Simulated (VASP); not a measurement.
These are G0W0 on PBE orbitals, VASP's PBE PAW potentials (set 64) (plane waves; VASP) values and carry that method's errors.

VASP input:

### INCAR
```
SYSTEM=CdSe
PREC=Normal; ENCUT=500; LREAL=.FALSE.
LASPH=.TRUE.; NBANDS=240
ALGO=EVGW0
ISMEAR=0; SIGMA=0.01
GGA=PE
LWAVE=.FALSE.; LCHARG=.FALSE.
NELMGW=1; NOMEGA=64; ENCUTGW=250
NBANDSGW=21; LSPECTRALGW=.TRUE.
```

**KPOINTS**
```
K-points
0
gamma
4 4 4
```

POSCAR:
```
CdSe
1
    0.0000000000     3.0250000000     3.0250000000
    3.0250000000     0.0000000000     3.0250000000
    3.0250000000     3.0250000000     0.0000000000
Cd Se
1 1
Direct
  0.0000000000   0.0000000000   0.0000000000
  0.2500000000   0.2500000000   0.2500000000
```

POTCAR, in this order: Cd_sv_GW Se_GW (PBE.64 set). Program: vasp_std. Read from the step before: WAVECAR, WAVEDER.

The resulting files:

### OSZICAR
```
energies w=
    0.000    0.000    1.104    0.000    2.206    0.000    3.302    0.000
    4.392    0.000    5.473    0.000    6.543    0.000    7.602    0.000
    8.648    0.000    9.680    0.000   10.698    0.000   11.702    0.000
   12.693    0.000   13.671    0.000   14.636    0.000   15.590    0.000
   16.534    0.000   17.469    0.000   18.397    0.000   19.319    0.000
   20.236    0.000   21.152    0.000   22.067    0.000   22.984    0.000
   23.904    0.000   24.830    0.000   25.765    0.000   26.710    0.000
   27.669    0.000   28.644    0.000   29.639    0.000   30.656    0.000
   31.700    0.000   32.774    0.000   33.884    0.000   35.033    0.000
   36.228    0.000   37.475    0.000   38.781    0.000   40.153    0.000
   41.602    0.000   43.138    0.000   44.773    0.000   46.523    0.000
   48.403    0.000   50.433    0.000   52.640    0.000   55.051    0.000
   57.701    0.000   60.635    0.000   63.907    0.000   67.583    0.000
   71.752    0.000   76.524    0.000   82.047    0.000   88.518    0.000
   96.208    0.000  105.499    0.000  116.950    0.000  131.406    0.000
  150.214    0.000  175.661    0.000  211.958    0.000  267.821    0.000
NQ=   1    0.0000    0.0000    0.0000,
 performed        458000 updates of chi_q(r,r)
NQ=   2    0.2500    0.0000    0.0000,
 performed       1198000 updates of chi_q(r,r)
NQ=   3    0.5000    0.0000    0.0000,
 performed       1857000 updates of chi_q(r,r)
NQ=   4    0.2500    0.2500    0.0000,
 performed       2597000 updates of chi_q(r,r)
NQ=   5    0.5000    0.2500    0.0000,
 performed       3559000 updates of chi_q(r,r)
NQ=   6   -0.2500    0.2500    0.0000,
 performed       4440000 updates of chi_q(r,r)
NQ=   7    0.5000    0.5000    0.0000,
 performed       5039000 updates of chi_q(r,r)
NQ=   8   -0.2500    0.5000    0.2500,
 performed       5759000 updates of chi_q(r,r)
 resolving degeneracies of screened two electron integrals
```

File OUTCAR:
```


 k-point   1 :       0.0000    0.0000    0.0000
  band No.  KS-energies  QP-energies   sigma(KS)   V_xc(KS)     V^pw_x(r,r')   Z            occupation Imag(sigma)

      1     -99.2283    -102.9997     -37.7478     -32.0294     -55.4569       0.6595       2.0000       3.5496
      2     -60.2982     -63.3969     -35.3604     -31.0017     -48.9964       0.7109       2.0000       3.7501
      3     -60.2982     -63.3969     -35.3604     -31.0017     -48.9964       0.7109       2.0000       3.7501
      4     -60.2982     -63.3969     -35.3604     -31.0017     -48.9964       0.7109       2.0000       3.7501
      5     -10.1955     -11.2491     -13.9990     -12.5207     -19.8710       0.7127       2.0000       1.8017
      6      -5.5329      -7.1656     -26.3717     -24.1503     -31.8897       0.7350       2.0000       0.7466
      7      -5.5329      -7.1656     -26.3717     -24.1503     -31.8897       0.7350       2.0000       0.7466
      8      -5.5329      -7.1656     -26.3717     -24.1503     -31.8897       0.7350       2.0000       0.7466
      9      -5.1433      -6.7932     -27.5250     -25.2886     -33.0241       0.7377       2.0000       0.6623
     10      -5.1433      -6.7932     -27.5250     -25.2886     -33.0241       0.7377       2.0000       0.6623
     11       2.4812       1.6025     -15.1697     -14.0394     -16.6550       0.7774       2.0000       0.3259
     12       2.4812       1.6025     -15.1697     -14.0394     -16.6550       0.7774       2.0000       0.3259
     13       2.4812       1.6025     -15.1697     -14.0394     -16.6550       0.7774       2.0000       0.3259
     14       3.0979       3.3216     -10.1840     -10.4604      -6.6365       0.8092       0.0000      -0.2850
     15       8.4032       8.7575      -9.6121     -10.0526      -5.4772       0.8042       0.0000      -0.4290
     16       8.4032       8.7575      -9.6121     -10.0526      -5.4772       0.8042       0.0000      -0.4290
     17       8.4032       8.7575      -9.6121     -10.0526      -5.4772       0.8042       0.0000      -0.4290
     18      12.3177      12.5987      -8.4586      -8.8036      -3.4781       0.8143       0.0000      -0.7002
     19      13.6054      14.0621      -9.9636     -10.5314      -5.3074       0.8044       0.0000      -0.6471
     20      13.6054      14.0621      -9.9636     -10.5314      -5.3074       0.8044       0.0000      -0.6471
     21      14.5455      14.7097      -7.2856      -7.4864      -2.5125       0.8175       0.0000      -0.7895

 k-point   2 :       0.2500    0.0000    0.0000
  band No.  KS-energies  QP-energies   sigma(KS)   V_xc(KS)     V^pw_x(r,r')   Z            occupation Imag(sigma)

      1     -99.2281    -103.0485     -37.7479     -32.0293     -55.4568       0.6681       2.0000       3.5495
      2     -60.2979     -63.4109     -35.3605     -31.0014     -48.9956       0.7141       2.0000       3.7494
      3     -60.2979     -63.4109     -35.3605     -31.0014     -48.9956       0.7141       2.0000       3.7494
      4     -60.2979     -63.4109     -35.3605     -31.0014     -48.9956       0.7141       2.0000       3.7494
      5     -10.0019     -11.0509     -14.3679     -12.8988     -20.1851       0.7140       2.0000       1.7444
      6      -5.4758      -7.1104     -26.5374     -24.3158     -32.0582       0.7358       2.0000       0.7390
      7      -5.4758      -7.1104     -26.5374     -24.3158     -32.0582       0.7358       2.0000       0.7390
      8      -5.3157      -6.9453     -26.1054     -23.9095     -31.5374       0.7421       2.0000       0.7449
      9      -5.1408      -6.7944     -27.5250     -25.2896     -33.0290       0.7397       2.0000       0.6643
     10      -5.1408      -6.7944     -27.5250     -25.2896     -33.0290       0.7397       2.0000       0.6643
     11      -0.2330      -1.2317     -13.9585     -12.6704     -15.8536       0.7753       2.0000       0.4642
     12       2.0657       1.1520     -14.7296     -13.5529     -16.2815       0.7765       2.0000       0.3451
     13       2.0657       1.1520     -14.7296     -13.5529     -16.2815       0.7765       2.0000       0.3451
     14       4.7903       5.0608     -10.4093     -10.7455      -6.7102       0.8043       0.0000      -0.3214
     15       8.4501       8.7282      -9.6687     -10.0158      -5.4787       0.8013       0.0000      -0.4616
     16       8.9311       9.3020      -9.7092     -10.1714      -5.4754       0.8026       0.0000      -0.4597
     17       8.9311       9.3020      -9.7092     -10.1714      -5.4754       0.8026       0.0000      -0.4597
     18      12.5556      12.8738      -9.0746      -9.4685      -4.5742       0.8077       0.0000      -0.6085
     19      12.5556      12.8738      -9.0746      -9.4685      -4.5742       0.8077       0.0000      -0.6085
     20      12.5998      12.6976      -7.2737      -7.3938      -2.6248       0.8149       0.0000      -0.6727
     21      15.9518      16.3515      -8.7989      -9.2884      -3.5945       0.8168       0.0000      -0.9175

 k-point   3 :       0.5000    0.0000    0.0000
  band No.  KS-energies  QP-energies   sigma(KS)   V_xc(KS)     V^pw_x(r,r')   Z            occupation Imag(sigma)

      1     -99.2281    -103.0196     -37.7482     -32.0294     -55.4569       0.6630       2.0000       3.5495
      2     -60.2981     -63.4065     -35.3607     -31.0013     -48.9951       0.7130       2.0000       3.7490
      3     -60.2981     -63.4065     -35.3607     -31.0013     -48.9951       0.7130       2.0000       3.7490
      4     -60.2981     -63.4065     -35.3607     -31.0013     -48.9951       0.7130       2.0000       3.7490
      5      -9.8051     -10.8529     -14.8548     -13.3909     -20.6234       0.7158       2.0000       1.6792
      6      -5.4347      -7.0703     -26.6455     -24.4222     -32.1621       0.7356       2.0000       0.7308
      7      -5.4347      -7.0703     -26.6455     -24.4222     -32.1621       0.7356       2.0000       0.7308
      8      -5.1184      -6.7716     -27.6156     -25.3827     -33.1342       0.7404       2.0000       0.6666
      9      -5.1184      -6.7716     -27.6156     -25.3827     -33.1342       0.7404       2.0000       0.6666
     10      -4.8336      -6.4316     -27.0774     -24.9217     -32.5092       0.7413       2.0000       0.6995
     11      -2.0090      -3.1792     -12.3507     -10.8327     -14.7980       0.7709       2.0000       0.6770
     12       1.7080       0.7604     -14.3609     -13.1396     -15.9904       0.7759       2.0000       0.3660
     13       1.7080       0.7604     -14.3609     -13.1396     -15.9904       0.7759       2.0000       0.3660
     14       4.8744       5.1754     -10.1993     -10.5717      -6.4170       0.8084       0.0000      -0.3284
     15       8.9170       9.2473      -9.5201      -9.9305      -5.3803       0.8049       0.0000      -0.4536
     16       8.9170       9.2473      -9.5201      -9.9305      -5.3803       0.8049       0.0000      -0.4536
     17       9.9221      10.1220      -8.9323      -9.1826      -4.3854       0.7984       0.0000      -0.6044
     18      12.5339      12.7380      -7.9454      -8.1973      -3.1066       0.8106       0.0000      -0.7017
     19      14.5920      15.0648      -9.4040      -9.9895      -4.3577       0.8075       0.0000      -0.7808
     20      14.5920      15.0648      -9.4040      -9.9895      -4.3577       0.8075       0.0000      -0.7808
     21      15.5990      16.2216      -9.6123     -10.3729      -4.3884       0.8186       0.0000      -0.9073

 k-point   4 :       0.2500    0.2500    0.0000
  band No.  KS-energies  QP-energies   sigma(KS)   V_xc(KS)     V^pw_x(r,r')   Z            occupation Imag(sigma)

      1     -99.2280    -103.0551     -37.7479     -32.0293     -55.4567       0.6692       2.0000       3.5495
      2     -60.2977     -63.4190     -35.3606     -31.0013     -48.9953       0.7160       2.0000       3.7492
      3     -60.2977     -63.4190     -35.3606     -31.0013     -48.9953       0.7160       2.0000       3.7492
      4     -60.2977     -63.4190     -35.3606     -31.0013     -48.9953       0.7160       2.0000       3.7492
      5      -9.9387     -10.9875     -14.4976     -13.0309     -20.2978       0.7150       2.0000       1.7260
      6      -5.4059      -7.0436     -26.7543     -24.5326     -32.2834       0.7371       2.0000       0.7313
      7      -5.4059      -7.0436     -26.7543     -24.5326     -32.2834       0.7371       2.0000       0.7313
      8      -5.3711      -6.9979     -25.8510     -23.6511     -31.2567       0.7395       2.0000       0.7468
      9      -5.1508      -6.7937     -27.2232     -25.0012     -32.7034       0.7394       2.0000       0.6781
     10      -5.1121      -6.7673     -27.6148     -25.3799     -33.1251       0.7406       2.0000       0.6621
     11      -0.1166      -1.0781     -14.5238     -13.2836     -16.3667       0.7753       2.0000       0.4473
     12       1.4149       0.4514     -14.0799     -12.8359     -15.7485       0.7746       2.0000       0.3790
     13       1.4149       0.4514     -14.0799     -12.8359     -15.7485       0.7746       2.0000       0.3790
     14       5.8011       6.0562     -10.5012     -10.8201      -6.7430       0.7998       0.0000      -0.3549
     15       6.6754       6.9443      -9.5788      -9.9114      -5.6832       0.8084       0.0000      -0.3747
     16      10.1458      10.5650      -9.9995     -10.5240      -5.4741       0.7992       0.0000      -0.5446
     17      10.1458      10.5650      -9.9995     -10.5240      -5.4741       0.7992       0.0000      -0.5446
     18      10.3386      10.4986      -8.4833      -8.6807      -4.3242       0.8107       0.0000      -0.5112
     19      14.0559      14.5189      -9.5847     -10.1597      -4.7986       0.8052       0.0000      -0.6761
     20      15.8070      16.2361      -8.9094      -9.4345      -3.6845       0.8170       0.0000      -0.9042
     21      16.5875      16.8367      -7.6069      -7.9099      -2.6677       0.8224       0.0000      -0.9062

 k-point   5 :       0.5000    0.2500    0.0000
  band No.  KS-energies  QP-energies   sigma(KS)   V_xc(KS)     V^pw_x(r,r')   Z            occupation Imag(sigma)

      1     -99.2281    -103.0427     -37.7483     -32.0294     -55.4569       0.6670       2.0000       3.5495
      2     -60.2982     -63.4027     -35.3608     -31.0012     -48.9948       0.7121       2.0000       3.7488
      3     -60.2982     -63.4027     -35.3608     -31.0012     -48.9948       0.7121       2.0000       3.7488
      4     -60.2982     -63.4027     -35.3608     -31.0012     -48.9948       0.7121       2.0000       3.7488
      5      -9.7451     -10.7966     -14.9979     -13.5349     -20.7536       0.7187       2.0000       1.6619
...
```
(Selected blocks of OUTCAR.)

The mesh is coarse and the basis finite, so the quasiparticle values are not converged. VASP warned that its frequency grid is unfit for quasiparticle energies.

The compound is CdSe in the zinc blende structure, whereas wurtzite is the usual form. The cell was not relaxed at this level. The k-mesh is coarse (spacing up to 0.45 per Å, 2π included), so the numbers may not be converged in it.
